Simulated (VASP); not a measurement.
# A VASP study of LaBi (LDA): structure first, properties next, part 4 of 5

What structure and properties does LDA give LaBi, and how near are they to the measured ones? The start is a computed cell from the Materials Project.

VASP 6.6.1, plane waves and PAW; the level of theory is named at each step.

Still holding for the runs below: The k-mesh is coarse for a metal.

So far. Step 10 (Volume scan with LDA, volume scale 1): The run ends at a pressure of -0.03 GPa.

## 11. Volume scan with LDA, volume scale 1.02

Level of this step: LDA; plane waves and PAW (La, Bi_d) (VASP).

The input, INCAR:

```
SYSTEM = LaBi
PREC = Accurate
ENCUT = 400
EDIFF = 1E-06
NELM = 100
ISMEAR = 1
SIGMA = 0.2
LREAL = .FALSE.
ALGO = Normal
GGA = CA
NBANDS = 19
LASPH = .TRUE.
LORBIT = 11
LWAVE = .FALSE.
LCHARG = .FALSE.
KPAR = 2
ISIF = 2
```

The input, POSCAR:

```
LaBi
1.0
    0.0000000000      3.2733228521      3.2733228521
    3.2733228521      0.0000000000      3.2733228521
    3.2733228521      3.2733228521      0.0000000000
La Bi
1 1
Direct
    0.5000000000      0.5000000000      0.5000000000
    0.0000000000      0.0000000000      0.0000000000
```

The input, KPOINTS:

```
Automatic mesh
0
Gamma
7 7 7
0 0 0
```

PAW data sets: La and Bi_d (LDA family, release 64).

Launch:

```console
$ mpirun -np 2 vasp_std
```

The log of the run:

```text
[... set-up lines as in an earlier step ...]
 entering main loop
       N       E                     dE             d eps       ncg     rms          rms(c)
DAV:   1     0.251516248173E+03    0.25152E+03   -0.97811E+03   776   0.157E+03
DAV:   2     0.167841368742E+02   -0.23473E+03   -0.22806E+03   939   0.349E+02
DAV:   3    -0.992571351185E+01   -0.26710E+02   -0.26220E+02   985   0.156E+02
DAV:   4    -0.122438328786E+02   -0.23181E+01   -0.21080E+01  1435   0.355E+01
[...]
DAV:  10    -0.122884692497E+02   -0.43108E-05   -0.85440E-05  1405   0.767E-02    0.114E-02
DAV:  11    -0.122884712755E+02   -0.20258E-05   -0.95956E-06  1173   0.229E-02    0.356E-03
DAV:  12    -0.122884713558E+02   -0.80221E-07   -0.73566E-07   848   0.651E-03
   1 F= -.12288471E+02 E0= -.12289082E+02  d E =0.183222E-02
```

Run time: 15 s. Hardware: 2 MPI ranks of Intel Xeon Platinum 8488C (Sapphire Rapids), shared host; peak memory 0.31 GiB.

OUTCAR, selected parts (step 11):

```text
  Total       -0.4815196     -0.4815196     -0.4815196     -0.0000000     -0.0000000      0.0000000
  in kB      -10.9983617    -10.9983617    -10.9983617     -0.0000000     -0.0000000      0.0000000
  external PRESSURE =     -10.9983617 kB  Pullay stress =       0.0000000 kB

 POSITION                                       TOTAL-FORCE (eV/Angst)
 -----------------------------------------------------------------------------------
      3.27332      3.27332      3.27332         0.000000      0.000000      0.000000
      0.00000      0.00000      0.00000        -0.000000      0.000000     -0.000000
 -----------------------------------------------------------------------------------
    total drift:                               -0.000000      0.000000      0.000000

  FREE ENERGIE OF THE ION-ELECTRON SYSTEM (eV)
  ---------------------------------------------------
  free  energy   TOTEN  =       -12.2884713558 eV

  energy  without entropy=      -12.2903035764  energy(sigma->0) =      -12.28908210

[... 1 part as in an earlier step ...]

[... 2 further parts left out ...]
[key lines of the parts left out:]
E-fermi :   6.7259
```

The pressure falls from -0.03 to -1.10 GPa.

The run ends at a pressure of -1.10 GPa.

## 12. Volume scan with LDA, volume scale 1.04

INCAR is that of step 11.

The input, POSCAR:

```
LaBi
1.0
    0.0000000000      3.2945787909      3.2945787909
    3.2945787909      0.0000000000      3.2945787909
    3.2945787909      3.2945787909      0.0000000000
La Bi
1 1
Direct
    0.5000000000      0.5000000000      0.5000000000
    0.0000000000      0.0000000000      0.0000000000
```

KPOINTS is that of step 11.

Launch:

```console
$ mpirun -np 2 vasp_std
```

The log of the run:

```text
[... set-up lines as in an earlier step ...]
 entering main loop
       N       E                     dE             d eps       ncg     rms          rms(c)
DAV:   1     0.257081996162E+03    0.25708E+03   -0.97088E+03   760   0.154E+03
DAV:   2     0.202574642562E+02   -0.23682E+03   -0.23031E+03   888   0.353E+02
DAV:   3    -0.934363526074E+01   -0.29601E+02   -0.29065E+02   942   0.157E+02
DAV:   4    -0.122071293784E+02   -0.28635E+01   -0.26651E+01  1445   0.389E+01
[...]
DAV:  10    -0.122753909915E+02   -0.11252E-05   -0.99808E-05  1381   0.843E-02    0.108E-02
DAV:  11    -0.122753930217E+02   -0.20302E-05   -0.98439E-06  1144   0.236E-02    0.315E-03
DAV:  12    -0.122753931552E+02   -0.13351E-06   -0.96506E-07   837   0.755E-03
   1 F= -.12275393E+02 E0= -.12275977E+02  d E =0.175054E-02
```

Run time: 15 s. Hardware: 2 MPI ranks; peak memory 0.31 GiB; 29 s of CPU time.

From OUTCAR (step 12):

```text
  Total       -0.9236240     -0.9236240     -0.9236240     -0.0000000      0.0000000     -0.0000000
  in kB      -20.6907434    -20.6907434    -20.6907434     -0.0000000      0.0000000     -0.0000000
  external PRESSURE =     -20.6907434 kB  Pullay stress =       0.0000000 kB

 POSITION                                       TOTAL-FORCE (eV/Angst)
 -----------------------------------------------------------------------------------
      3.29458      3.29458      3.29458        -0.000000     -0.000000     -0.000000
      0.00000      0.00000      0.00000         0.000000      0.000000      0.000000
 -----------------------------------------------------------------------------------
    total drift:                               -0.000000      0.000000      0.000000

  FREE ENERGIE OF THE ION-ELECTRON SYSTEM (eV)
  ---------------------------------------------------
  free  energy   TOTEN  =       -12.2753931552 eV

  energy  without entropy=      -12.2771436946  energy(sigma->0) =      -12.27597667

[... 1 part as in an earlier step ...]

[... 2 further parts left out ...]
[key lines of the parts left out:]
E-fermi :   6.5408
```

The pressure falls from -1.10 to -2.07 GPa.

The run ends at a pressure of -2.07 GPa.

## 13. Volume scan with LDA, volume scale 1.06

A prediction first. A parabola through the 6 pressures of evenly scaled cells so far, P = -0.02 -57.0 t +126 t² GPa with t = ln(V/V₁) and V₁ the volume at scale 1, gives -2.92 GPa at t = +0.0583.

INCAR is that of step 12.

The input, POSCAR:

```
LaBi
1.0
    0.0000000000      3.3155639350      3.3155639350
    3.3155639350      0.0000000000      3.3155639350
    3.3155639350      3.3155639350      0.0000000000
La Bi
1 1
Direct
    0.5000000000      0.5000000000      0.5000000000
    0.0000000000      0.0000000000      0.0000000000
```

KPOINTS is that of step 12.

Launch:

```console
$ mpirun -np 2 vasp_std
```

The log of the run:

```text
[... set-up lines as in an earlier step ...]
 entering main loop
       N       E                     dE             d eps       ncg     rms          rms(c)
DAV:   1     0.259880578802E+03    0.25988E+03   -0.98574E+03   760   0.153E+03
DAV:   2     0.172186110859E+02   -0.24266E+03   -0.23601E+03   923   0.353E+02
DAV:   3    -0.984995654378E+01   -0.27069E+02   -0.26599E+02   953   0.157E+02
DAV:   4    -0.122296746752E+02   -0.23797E+01   -0.22532E+01  1456   0.359E+01
[...]
DAV:  10    -0.122544346942E+02    0.16308E-05   -0.11458E-04  1368   0.949E-02    0.102E-02
DAV:  11    -0.122544373275E+02   -0.26333E-05   -0.14190E-05  1152   0.252E-02    0.336E-03
DAV:  12    -0.122544374755E+02   -0.14798E-06   -0.20348E-06   856   0.103E-02
   1 F= -.12254437E+02 E0= -.12254983E+02  d E =0.163581E-02
```

Run time: 15 s. Hardware: 2 MPI ranks; peak memory 0.31 GiB; 29 s of CPU time.

OUTCAR, selected parts (step 13):

```text
  Total       -1.3393214     -1.3393214     -1.3393214      0.0000000      0.0000000      0.0000000
  in kB      -29.4369745    -29.4369745    -29.4369745      0.0000000      0.0000000      0.0000000
  external PRESSURE =     -29.4369745 kB  Pullay stress =       0.0000000 kB

 POSITION                                       TOTAL-FORCE (eV/Angst)
 -----------------------------------------------------------------------------------
      3.31556      3.31556      3.31556         0.000000      0.000000      0.000000
      0.00000      0.00000      0.00000        -0.000000     -0.000000     -0.000000
 -----------------------------------------------------------------------------------
    total drift:                                0.000000     -0.000000     -0.000000

  FREE ENERGIE OF THE ION-ELECTRON SYSTEM (eV)
  ---------------------------------------------------
  free  energy   TOTEN  =       -12.2544374755 eV

  energy  without entropy=      -12.2560732889  energy(sigma->0) =      -12.25498275

[... 1 part as in an earlier step ...]

[... 2 further parts left out ...]
[key lines of the parts left out:]
E-fermi :   6.3649
```

The pressure falls from -2.07 to -2.94 GPa. The parabola predicted -2.92 GPa, +0.03 GPa off.

## 14. The series together

Times are for 2 MPI ranks of Intel Xeon Platinum 8488C (Sapphire Rapids), shared host. The runs compared:

```
no.  volume scale  energy above the lowest point (meV/atom)  pressure (GPa)  time  memory (GiB)
  1          0.94                                      25.4           3.989  16 s           0.3
  2          0.96                                     11.06           2.510  18 s          0.31
  3          0.98                                       2.8           1.179  16 s           0.3
  4             1                                         0        -0.02512  17 s          0.31
  5          1.02                                      2.12          -1.100  15 s          0.31
  6          1.04                                      8.68          -2.069  15 s          0.31
  7          1.06                                     19.17          -2.944  15 s          0.31
```

## 15. Fit for LDA

This step: Birch-Murnaghan fit, LDA; plane waves and PAW (VASP 6.6.1).

This step runs nothing: it gathers the runs above.

Numbers from this step:

```
pressure derivative of the bulk modulus : 4.345
r.m.s. error of the fit                 : 4.76e-6 eV/atom
minimum inside the sampled range        : yes
bulk modulus                            : 56.93 GPa
equilibrium volume of the fit           : 34.42 Å³/atom
```

Energy above the fitted minimum against volume:

```
volume (Å³/atom)  energy above the fitted minimum (eV/atom)
           32.32                                     0.0254
           33.01                                     0.0111
           33.70                                    0.00280
           34.38                                     1.2e-6
           35.07                                    0.00213
           35.76                                    0.00868
           36.45                                     0.0192
```

The fitted volume lies +0.10 % from the relaxed one. At a finite cutoff and mesh the minimum of the energy and the zero of the stress don't quite coincide, and the relaxation stops at a threshold.

## 16. Band structure (LDA + SOC)

This step: LDA, spin-orbit coupling; plane waves and PAW (La, Bi_d) (VASP 6.6.1).

The mesh alone shows little of the dispersion and can miss band extrema, so KPOINTS_OPT adds a path through the symmetry points after the self-consistent cycle. Spin-orbit coupling needs spinors and the noncollinear program, where each band holds one electron.

Changes to INCAR since step 13:

```diff
@@ -10,4 +10,9 @@
 GGA = CA
-NBANDS = 19
+LNONCOLLINEAR = .TRUE.
+MAGMOM = 0 0 0 0 0 0
+NBANDS = 38
+GGA_COMPAT = .FALSE.
 LASPH = .TRUE.
+LSORBIT = .TRUE.
+LMAXMIX = 6
 LORBIT = 11
@@ -16,2 +21 @@
 KPAR = 2
-ISIF = 2
```

The input, POSCAR:

```
LaBi
1.0
    0.0000000000      3.2517872099      3.2517872099
    3.2517872099      0.0000000000      3.2517872099
    3.2517872099      3.2517872099      0.0000000000
La Bi
1 1
Direct
    0.5000000000      0.5000000000      0.5000000000
    0.0000000000      0.0000000000      0.0000000000
```

The input, KPOINTS:

```
Automatic mesh
0
Gamma
6 6 6
0 0 0
```

The input, KPOINTS_OPT:

```
Line mode
16
Line-mode
Reciprocal
  0.00000000   0.00000000   0.00000000 GAMMA
  0.50000000   0.00000000   0.50000000 X

  0.50000000   0.00000000   0.50000000 X
  0.50000000   0.25000000   0.75000000 W

  0.50000000   0.25000000   0.75000000 W
  0.37500000   0.37500000   0.75000000 K

  0.37500000   0.37500000   0.75000000 K
  0.00000000   0.00000000   0.00000000 GAMMA

  0.00000000   0.00000000   0.00000000 GAMMA
  0.50000000   0.50000000   0.50000000 L

  0.50000000   0.50000000   0.50000000 L
  0.62500000   0.25000000   0.62500000 U

  0.62500000   0.25000000   0.62500000 U
  0.50000000   0.25000000   0.75000000 W

  0.50000000   0.25000000   0.75000000 W
  0.50000000   0.50000000   0.50000000 L

  0.50000000   0.50000000   0.50000000 L
  0.37500000   0.37500000   0.75000000 K

  0.62500000   0.25000000   0.62500000 U
  0.50000000   0.00000000   0.50000000 X
```

Launch:

```console
$ mpirun -np 2 vasp_ncl
```

The log of the run:

```text
[... set-up lines as in an earlier step ...]
 entering main loop
       N       E                     dE             d eps       ncg     rms          rms(c)
DAV:   1     0.301659601244E+03    0.30166E+03   -0.90828E+03  1240   0.160E+03
DAV:   2     0.399040635454E+02   -0.26176E+03   -0.24999E+03  1406   0.397E+02
DAV:   3    -0.969426063413E+01   -0.49598E+02   -0.48249E+02  1688   0.210E+02
DAV:   4    -0.131039202664E+02   -0.34097E+01   -0.33797E+01  2046   0.541E+01
DAV:   5    -0.134622178892E+02   -0.35830E+00   -0.35788E+00  2288   0.145E+01    0.324E+00
DAV:   6    -0.134290818383E+02    0.33136E-01   -0.57124E-01  2274   0.444E+00    0.172E+00
DAV:   7    -0.134013667880E+02    0.27715E-01   -0.97456E-02  2096   0.292E+00    0.730E-01
DAV:   8    -0.134011558119E+02    0.21098E-03   -0.79518E-03  2384   0.787E-01    0.226E-01
DAV:   9    -0.134010750542E+02    0.80758E-04   -0.66366E-04  2200   0.201E-01    0.101E-01
DAV:  10    -0.134010564611E+02    0.18593E-04   -0.28135E-04  2096   0.126E-01    0.155E-02
DAV:  11    -0.134010611922E+02   -0.47311E-05   -0.46268E-05  2232   0.632E-02    0.804E-03
DAV:  12    -0.134010619568E+02   -0.76456E-06   -0.44203E-06  2072   0.171E-02
   1 F= -.13401062E+02 E0= -.13400721E+02  d E =-.102335E-02  mag=     0.0000    -0.0000    -0.0000
 Start KPOINTS_OPT (optional k-point list driver)
k-point batch [1-16\160]
       N       E                     dE             ncg
DAV:   1     0.155684890130E+04   -0.33253E+04     1232
DAV:   2    -0.274203105483E+04   -0.42989E+04     1408
DAV:   3    -0.346262974707E+04   -0.72060E+03     1560
DAV:   4    -0.352800645860E+04   -0.65377E+02     2120
DAV:   5    -0.353471718266E+04   -0.67107E+01     2320
DAV:   6    -0.353575947614E+04   -0.10423E+01     2304
DAV:   7    -0.353588629704E+04   -0.12682E+00     2280
DAV:   8    -0.353590584286E+04   -0.19546E-01     2304
DAV:   9    -0.353590797237E+04   -0.21295E-02     2256
DAV:  10    -0.353590828917E+04   -0.31680E-03     2272
DAV:  11    -0.353590833171E+04   -0.42537E-04     2088
DAV:  12    -0.353590833906E+04   -0.73522E-05     1712
DAV:  13    -0.353590834009E+04   -0.10265E-05     1520
DAV:  14    -0.353590834022E+04   -0.13319E-06     1216
[...]
k-point batch [145-160\160]
       N       E                     dE             ncg
DAV:   1     0.140175321814E+04   -0.99838E+04     1240
DAV:   2    -0.276118354895E+04   -0.41629E+04     1360
DAV:   3    -0.351421338929E+04   -0.75303E+03     1688
DAV:   4    -0.357216335555E+04   -0.57950E+02     2006
DAV:   5    -0.357825656269E+04   -0.60932E+01     2344
DAV:   6    -0.357913155625E+04   -0.87499E+00     2290
DAV:   7    -0.357922439248E+04   -0.92836E-01     2224
DAV:   8    -0.357924099602E+04   -0.16604E-01     2272
DAV:   9    -0.357924242989E+04   -0.14339E-02     2192
DAV:  10    -0.357924264278E+04   -0.21288E-03     2200
DAV:  11    -0.357924266328E+04   -0.20506E-04     1768
DAV:  12    -0.357924266639E+04   -0.31022E-05     1640
DAV:  13    -0.357924266673E+04   -0.33930E-06     1328
```

The job ended after 8.4 min (2 MPI ranks; peak memory 0.57 GiB).

(Part 4 of 5 ends here.)

[Lines on the potential files, build, host, timing and source positions are cut from VASP's logs without a mark.]

[Logs are printed without paths, hosts, clocks, repeated set-up lines and the standing remarks that a program may print on its own settings, such as how far it seeks lower states.]

[Hosts, paths, dates, database ids (printed as entryN), source tags and the programs' standing remarks are cut or masked in the printed files.]

[A measured line is paired with the nearest computed mode of its activity, which favours agreement.]
